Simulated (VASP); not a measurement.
```
CELL_PARAMETERS angstrom
      4.47710     0.00000     0.00000
     -2.23855     3.87729     0.00000
      0.00000     0.00000     7.67364
ATOMIC_POSITIONS crystal
  Ba 0.00000 0.00000 0.00000
  Mg 0.66667 0.33333 0.37645
  Mg 0.33333 0.66667 0.62355
  As 0.66667 0.33333 0.72890
  As 0.33333 0.66667 0.27110
```

Level of theory: PBEsol GGA, VASP's PBE PAW potentials (set 64) (plane waves; VASP). Run with 480 eV cut-off, 6×6×4 Γ-centred mesh, Gaussian smearing of 0.050 eV, potentials Ba_sv Mg As.

Energy and stress use the plane-wave basis of the starting cell.

Q: The ions, cell shape and volume at an external pressure of 5.0 GPa are relaxed. What does this cell relax into?

A: 
```
CELL_PARAMETERS angstrom
      4.34812     0.00000     0.00000
     -2.17406     3.76559     0.00000
      0.00000     0.00000     7.46404
ATOMIC_POSITIONS crystal
  Ba 0.00000 0.00000 0.00000
  Mg 0.66667 0.33333 0.37577
  Mg 0.33333 0.66667 0.62423
  As 0.66667 0.33333 0.73114
  As 0.33333 0.66667 0.26886
```
Space group P-3m1 (164), at a tolerance of 0.03 Å.

Q: How do energy and volume change from the first to the last step?

A: The energy (σ→0) changes by +31.0 meV/atom and the volume by -8.3 %, in 7 ionic steps.

| step | E(σ→0) (eV) | max force (eV/Å) | pressure (GPa) | volume (Å³) |
|---|---|---|---|---|
| 1 | -20.5060 | 0.012 | -0.07 | 133.21 |
| 2 | -20.1620 | 0.238 | 7.97 | 117.60 |
| 3 | -20.3508 | 0.156 | 5.00 | 122.30 |
| 4 | -20.3503 | 0.075 | 5.01 | 122.21 |
| 5 | -20.3490 | 0.029 | 5.01 | 122.16 |
| 6 | -20.3499 | 0.016 | 4.99 | 122.18 |
| 7 | -20.3509 | 0.006 | 4.97 | 122.21 |

The structure comes from a computed database's BaMg2As2 entry (P-3m1); how it stands against other phases isn't given here. This run relaxes it under an external pressure of 5 GPa. Symmetry was kept, so distortions that lower it aren't found.
